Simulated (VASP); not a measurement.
Wanted: the native input for a VASP 6.6.1 run.

| Quantity | Value |
| --- | --- |
| Task | relaxation of cell and atoms |
| Functional | PBEsol |
| Potentials or basis | VASP PAW PBE potentials, release 64 (Sn_d) |
| Cutoff | 600 eV |
| k mesh | 10 × 10 × 10 |
| Occupations | gaussian, width 0.03 eV |
| Spin | no spin polarisation |
| Further INCAR settings | ALGO = Normal; EDIFF = 1e-07; IBRION = 2; EDIFFG = -0.005; NSW = 90; ISIF = 3 |

The structure of Sn lies in POSCAR:

```
Sn                                      
1.0
   -0.0000000000      3.2685833788      3.2685833788
    3.2685833788      0.0000000000      3.2685833788
    3.2685833788      3.2685833788      0.0000000000
  Sn            
     2
Direct
     0.0000000000000000    0.0000000000000000    0.0000000000000000
     0.2500000000000000    0.2500000000000000    0.2500000000000000
```

The cell was built by a generator and needn't be a form met in nature.

The input as run:

INCAR

```
ALGO = Normal ; EDIFF = 1E-7
EDIFFG = -0.005 ; ENCUT = 600
GGA = PS ; IBRION = 2
ISIF = 3 ; ISMEAR = 0
KPAR = 2 ; LASPH = True
LCHARG = False ; LREAL = False
LWAVE = False ; NELM = 80
NSW = 90 ; PREC = Accurate
SIGMA = 0.03
```

KPOINTS

```
k-points
0
Gamma
  10 10 10
```

Potentials or basis: VASP PAW PBE potentials, release 64 (Sn_d).

The run is started by

```bash
$ cat potpaw_PBE.64/Sn_d/POTCAR > POTCAR
$ mpirun -np 2 vasp_std > vasp.out
```

It gave:

| Property | Result |
| --- | --- |
| Pressure after relaxing | 0.0 GPa |
| Band gap on the k mesh | none (metal or under the smearing width) |

Caveat: the relaxation stopped at its first step, so nothing moved; the PAW data sets were made with another functional, which shifts forces and pressure a little.

Wall time 22 s on 2 MPI ranks on Intel(R) Xeon(R) 6975P-C (Granite Rapids), on a shared host, peak memory 0.25 GiB a rank.
